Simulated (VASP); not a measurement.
Write the native input for VASP 6.6.1 that does the following.

```yaml
Task: single point
Functional: PBE
Potentials_or_basis: VASP PAW PBE potentials, release 64 (As, Sb, Hg)
Cutoff: 520 eV
k_mesh: 4 × 4 × 4
Occupations: gaussian, width 0.05 eV
Spin: no spin polarisation
Dipole_correction: no
Further_INCAR_settings: ALGO = Normal; EDIFF = 1e-07; NBANDS = 31
```

The structure of Hg3SbAs lies in POSCAR:

```
Hg3SbAs
1.0
    6.3312154793      0.0000000000      0.0000000000
    0.0000000000      6.3312154793      0.0000000000
    0.0000000000      0.0000000000      6.3312154793
As Sb Hg
1 1 3
Direct
    0.0000000000      0.0000000000      0.0000000000
    0.5000000000      0.5000000000      0.5000000000
    0.5000000000      0.5000000000      0.0000000000
    0.5000000000      0.0000000000      0.5000000000
    0.0000000000      0.5000000000      0.5000000000
```

The cell comes from a database or a generator and needn't be the stable form of this composition.

One way to write it, as run:

INCAR

```
  PREC = Accurate
  ENCUT = 520
  EDIFF = 1E-7
  ISMEAR = 0
  SIGMA = 0.05
  LREAL = F
  LASPH = T
  NELM = 100
  ALGO = Normal
  ISIF = 2
  LWAVE = F
  LCHARG = F
  GGA = PE
  NBANDS = 31
```

KPOINTS

```
regular mesh
0
Gamma
  4 4 4
```

Potentials or basis: VASP PAW PBE potentials, release 64 (As, Sb, Hg).

The run is started by

```bash
$ cat potpaw_PBE.64/As/POTCAR potpaw_PBE.64/Sb/POTCAR potpaw_PBE.64/Hg/POTCAR > POTCAR
$ mpirun -np 1 vasp_std > vasp.out
```

It gave:

* Pressure: -3.1 GPa
* Band gap on the k mesh: none (metal or under the smearing width)

Wall time 58 s on 1 thread of AMD EPYC 9R45 (Zen 5), with other jobs on the host, peak memory 0.32 GiB.
